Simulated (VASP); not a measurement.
A cell of PbF₂ (fluorite) near equilibrium:

```yaml
crystal:
  lattice:
    - [0.00000, 2.99706, 2.99706]
    - [2.99706, 0.00000, 2.99706]
    - [2.99706, 2.99706, 0.00000]
  atoms:
    - { symbol: Pb, position: [0.00000, 0.00000, 0.00000] }
    - { symbol: F, position: [0.25000, 0.25000, 0.25000] }
    - { symbol: F, position: [0.75000, 0.75000, 0.75000] }
```

All values below come from PBE GGA, VASP's PBE PAW potentials (set 64) (plane waves; VASP).

Unless said otherwise, spin-orbit coupling is left out, though it shifts the bands of the heavy elements here.

```
run               ΔE (meV/atom)    σxx    σyy    σzz  largest shear component, with its sign (GPa)  largest force (eV/Å)  gap (eV)
----------------  -------------  -----  -----  -----  --------------------------------------------  --------------------  --------
as it is                    0.0  -0.02  -0.02  -0.02                                          0.00                 0.000      4.43
after one change            0.3  -0.99  -0.99  -0.99                                          0.00                 0.000      4.42
```
Stress is in GPa, positive when the cell is compressed; gaps are those on the k-mesh, and 0.00 means metallic.

Problem. Name the change that produced these shifts.
A) atom 3 (F) moved by 0.100 Å along z
B) uniaxial strain of -3.0 % along z
C) isotropic strain of +0.5 %
D) atom 2 (F) moved by 0.050 Å along x

Solution. C, isotropic strain of +0.5 %

The compound is PbF2 in the fluorite structure, the β form.
